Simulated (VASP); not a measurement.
Input:

```yaml
crystal:
  lattice:
    - [-1.68919, 1.68919, 1.68919]
    - [1.68919, -1.68919, 1.68919]
    - [1.68919, 1.68919, -1.68919]
  atoms:
    - { symbol: Nb, position: [0.00000, 0.00000, 0.00000] }
```

All values below come from vdW-DF2, VASP's PBE PAW potentials (set 64) (plane waves; VASP). Run with 520 eV cut-off, Gaussian smearing of 0.050 eV, potentials Nb_sv.

Question: Estimate the band gap (along the path) with the smallest direct gap where there is one.

Answer: 
```json
{
  "band gap (along the path)": "none (metal, semimetal or under 0.01 eV)"
}
```

Total energies compare only between runs with the same potentials, cut-off and functional.

The compound is Nb in the bcc structure. It was relaxed first, which changed the volume by +7 %.
